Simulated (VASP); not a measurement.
A convergence study with VASP on Zr (hcp): one setting is varied, all else stays as given below, so the limit is that of these other settings. The cell's lengths are 1 % over those of the tabulated start and one atom is moved, so it is off equilibrium.

```
Zr
1.0
    1.63115    -2.82524     0.00000
    1.63115     2.82524     0.00000
    0.00000     0.00000     5.20150
Zr
2
Direct
  0.33333   0.66667   0.25000
  0.68524   0.35191   0.75000
```

Calculation: PBEsol GGA, VASP's PBE PAW potentials (set 64) (plane waves; VASP). The tightest run used: 1000 eV cut-off, 14×14×8 Γ-centred mesh, first-order Methfessel-Paxton smearing of 0.10 eV, potentials Zr_sv.

```
setting      E (eV/atom)  pressure (GPa)  largest force (eV/Å)  plane waves
-----------  -----------  --------------  --------------------  -----------
ENCUT = 150      -7.8988         -153.91                 0.031          214
ENCUT = 200      -8.9905          -20.76                 0.057          318
ENCUT = 250      -9.0434           -5.71                 0.053          446
ENCUT = 300      -9.0451           -6.28                 0.054          580
ENCUT = 350      -9.0471           -6.38                 0.053          733
```

**Question.** These are the cheaper rows. Estimate the results at ENCUT = 1000, and how far the last row shown lies from them.

**Answer.** 
```tsv
quantity	tightest run	last row shown is off by
E (eV/atom)	-9.0527	0.0055
pressure (GPa)	-5.62	-0.76
largest force (eV/Å)	0.054	-0.001
```

Left out are rungs that failed or repeat a setting and relaxations that didn't move; long series are thinned to 24 rows.

The compound is Zr in the hcp structure. The cell was not relaxed at this level, it is distorted from the ideal structure.
